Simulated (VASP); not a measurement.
Here is the system:

```
CELL_PARAMETERS angstrom
      2.91833     0.00000     0.00000
      0.00000     2.91833     0.00000
      0.00000     0.00000     2.91833
ATOMIC_POSITIONS crystal
  Au 0.00000 0.00000 0.00000
  B  0.50000 0.50000 0.50000
```

These are PBE GGA, VASP's PBE PAW potentials (set 64) (plane waves; VASP) values and carry that method's errors. Numerical set-up: 400 eV cut-off, 9×9×9 Γ-centred mesh, Fermi-Dirac smearing of 0.10 eV, potentials Au B.

At this cut-off the stress carries a Pulay error, which pulls relaxed volumes low.

Question: Give the stress tensor in GPa (positive for a compressed cell).

Answer: 
```
1.13  0.00  0.00
0.00  1.13  0.00
0.00  0.00  1.13
```
The pressure is its mean diagonal, 1.13 GPa.

The structure was generated: BAu was put into an ordered model structure, which need not be its known phase. The cell was not relaxed at this level.
